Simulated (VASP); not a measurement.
A VASP calculation is set up with these files.

INCAR:
```
SYSTEM = AuZn
PREC = Accurate
ENCUT = 400
EDIFF = 1E-6
NELM = 100
ALGO = Normal
LREAL = .FALSE.
LASPH = .TRUE.
ISMEAR = 1
SIGMA = 0.1
GGA = PE
LMAXMIX = 6
LWAVE = .FALSE.
LCHARG = .FALSE.
ISIF = 2
ICHARG = 11
```

POSCAR:
```
AuZn
1
    3.1500000000     0.0000000000     0.0000000000
    0.0000000000     3.1500000000     0.0000000000
    0.0000000000     0.0000000000     3.1500000000
Zn Au
1 1
Direct
  0.5000000000   0.5000000000   0.5000000000
  0.0000000000   0.0000000000   0.0000000000
```

File KPOINTS:
```
Automatic mesh
0
Gamma
9 9 9
0 0 0
```

POTCAR, in this order: Zn Au (PBE.64 set). Program: vasp_std.

Output of the run:

### standard output
```
 POSCAR found type information on POSCAR ZnAu
 POSCAR found :  2 types and       2 ions
 Reading from existing POTCAR
 Reading from existing POTCAR
 LDA part: xc-table for (Slater+PW92), standard interpolation
 WARNING: stress and forces are not correct
 POSCAR, INCAR and KPOINTS ok, starting setup
 WAVECAR not read
 WARNING: CHGCAR is incomplete

 -----------------------------------------------------------------------------
|                                                                             |
|     EEEEEEE  RRRRRR   RRRRRR   OOOOOOO  RRRRRR      ###     ###     ###     |
|     E        R     R  R     R  O     O  R     R     ###     ###     ###     |
|     E        R     R  R     R  O     O  R     R     ###     ###     ###     |
|     EEEEE    RRRRRR   RRRRRR   O     O  RRRRRR       #       #       #      |
|     E        R   R    R   R    O     O  R   R                               |
|     E        R    R   R    R   O     O  R    R      ###     ###     ###     |
|     EEEEEEE  R     R  R     R  OOOOOOO  R     R     ###     ###     ###     |
|                                                                             |
|     ICHARG>10                                                               |
|                                                                             |
|       ---->  I REFUSE TO CONTINUE WITH THIS SICK JOB ... BYE!!! <----       |
|                                                                             |
 -----------------------------------------------------------------------------
```

### Question
Read input and log: which fault does this run have?
A. ISPIN is misspelt, so the run is not spin-polarised
B. ICHARG = 11 asks for a fixed density, but there is no CHGCAR
C. POTIM is too large for the ionic optimiser
D. EDIFF is too loose for the force threshold

### Answer
B, ICHARG = 11 asks for a fixed density, but there is no CHGCAR. VASP stops with an error: ERROR: charge density could not be read from file CHGCAR for ICHARG>10 ----> I REFUSE TO CONTINUE WITH THIS SICK JOB ... BYE!!! <----

To mend it, run self-consistently first and keep its CHGCAR, or remove ICHARG. The plain static run on this cell (PBE GGA, plane waves, VASP's PBE PAW potentials (set 64)) converges, and its OSZICAR ends with
```
   1 F= -.47230801E+01 E0= -.47227945E+01  d E =-.857005E-03
```

The compound is AuZn in the CsCl type structure. The cell was not relaxed at this level. The electron count is odd and the run is not spin-polarised, which forces a metal.
